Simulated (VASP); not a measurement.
An input for Ansatz (written as the equivalent of a VASP run, and not itself run):

Ansatz 0.2 input:
```yaml
crystal:
  lattice:
    - [0.0000000, 3.1667997, 3.1667997]
    - [3.1667997, 0.0000000, 3.1667997]
    - [3.1667997, 3.1667997, 0.0000000]
  atoms:
    - { symbol: K, position: [0.0000000, 0.0000000, 0.0000000] }
    - { symbol: I, position: [0.5000000, 0.5000000, 0.5000000] }
kpoints:
  mp_grid: { grid: [6, 6, 6] }
hamiltonian:
  xc: pbe
  pseudopotentials: { kind: paw }
scf:
  occupations: { method: gaussian, width: 0.05 }
  max_iter: 100
relax:
  max_steps: 40
  f_tol: 0.01
  cell: { p_target: 10 }
output: { forces: true, stress: true, eigenvalues: true }
```

Task: Translate this input to VASP (INCAR, KPOINTS, POSCAR, choice of POTCAR).

Result: Several could match; the one computed here: 
**KPOINTS**
```
Automatic mesh
0
Gamma
6 6 6
0 0 0
```

### POSCAR
```
KI
1
    0.0000000000     3.1667997436     3.1667997436
    3.1667997436    -0.0000000000     3.1667997436
    3.1667997436     3.1667997436    -0.0000000000
K I
1 1
Direct
  0.0000000000   0.0000000000   0.0000000000
  0.5000000000   0.5000000000   0.5000000000
```

### INCAR
```
! general
SYSTEM   =  KI
PREC     =  Accurate
ENCUT    =  480
LREAL    =  .FALSE.
LASPH    =  .TRUE.

! electronic loop
EDIFF    =  1E-7
NELM     =  100
ALGO     =  Normal
LMAXMIX  =  4

! smearing
ISMEAR   =  0
SIGMA    =  0.05

! functional
GGA      =  PE

! ions
IBRION   =  2
NSW      =  40
ISIF     =  3
EDIFFG   =  -0.01
PSTRESS  =  100

! output
LWAVE    =  .FALSE.
LCHARG   =  .FALSE.
```

POTCAR, in this order: K_sv I (PBE.64 set). Program: vasp_std.

Limits of the translation: each code has its own PAW files, so the cut-off isn't converted (ENCUT is set for VASP's; basis.ecutwfc is left out, and Ansatz then takes the one that its files recommend); Ansatz stops its SCF on the density residual and VASP on the energy change (EDIFF).

The compound is KI in the rock salt structure. It was relaxed first under an external pressure of 10 GPa.
